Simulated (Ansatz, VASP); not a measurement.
**Two plane-wave programs on HfSc2N2**

INCAR

```
  PREC = Accurate
  ENCUT = 520
  EDIFF = 1E-6
  ISMEAR = 0
  SIGMA = 0.1
  LREAL = F
  LASPH = T
  NELM = 100
  ALGO = Normal
  ISIF = 2
  LWAVE = F
  LCHARG = F
  GGA = PE
  NBANDS = 29
```

KPOINTS

```
Automatic mesh
0
Gamma
  6 6 6
```

Contents of POSCAR:

```
HfSc2N2
1.0
   -1.9362208000      1.9362208000      4.9302293500
    1.9362208000     -1.9362208000      4.9302293500
    1.9362208000      1.9362208000     -4.9302293500
Hf Sc N
1 2 2
Direct
    0.0000000000      0.0000000000      0.0000000000
    0.6369824400      0.6369824400      0.0000000000
    0.3630175600      0.3630175600      0.0000000000
    0.7500000000      0.2500000000      0.5000000000
    0.2500000000      0.7500000000      0.5000000000
```

Input for Ansatz:

```yaml
crystal:
  lattice:
    - [-1.9362208, 1.9362208, 4.93022935]
    - [1.9362208, -1.9362208, 4.93022935]
    - [1.9362208, 1.9362208, -4.93022935]
  atoms:
    - { symbol: Hf, position: [0.0, 0.0, 0.0] }
    - { symbol: Sc, position: [0.63698244, 0.63698244, 0.0] }
    - { symbol: Sc, position: [0.36301756, 0.36301756, 0.0] }
    - { symbol: "N", position: [0.75, 0.25, 0.5] }
    - { symbol: "N", position: [0.25, 0.75, 0.5] }
basis:
  ecutwfc: 420
kpoints:
  mp_grid: { grid: [6, 6, 6] }
hamiltonian:
  xc: pbe
scf:
  occupations: { method: gaussian, width: 0.1 }
  lower_state_search: "off"
output:
  forces: true
  stress: true
  eigenvalues: true
```

Change from the starting cell: species swapped into the PrCo2Si2 type (I4/mmm, No. 139).

Alike in both runs: task single point; functional PBE; k mesh 6 × 6 × 6; occupations gaussian, width 0.1 eV; no spin polarisation.

|  | VASP | Ansatz |
| --- | --- | --- |
| version | VASP 6.6.1 | Ansatz 0.2.0 |
| potentials or method | VASP PAW PBE potentials, release 64 (Hf_pv, Sc_sv, N) | scalar-relativistic, plane waves, PAW |
| plane-wave cutoff (eV) | 520 | 420 |
| valence electrons in the cell | 42 | 58 |

|  | VASP | Ansatz | Ansatz less VASP |
| --- | --- | --- | --- |
| gap on the k mesh at the Fermi level (eV) | none | none | - |
| pressure (GPa) | -1.9 | -2.1 | -0.19 |
| largest component of the traceless stress (GPa) | 14.50 | 14.50 | +0.005 |
| rms of the force components (eV/Å) | 2.138 | 2.160 | +0.0222 |

Atom by atom the forces differ by 0.022 eV/Å (rms over components). A gap of «none» marks a metal or a gap that the smearing closes. The two sets of potentials don't hold the same shells in valence.

Caveats: the k mesh is coarse (spacing up to 0.38 Å⁻¹), so the values aren't converged; forces of over 1 eV/Å show positions far from the minimum, so gaps and moduli don't describe the material at rest. Spin-orbit coupling is left out, which matters for the levels of Hf.
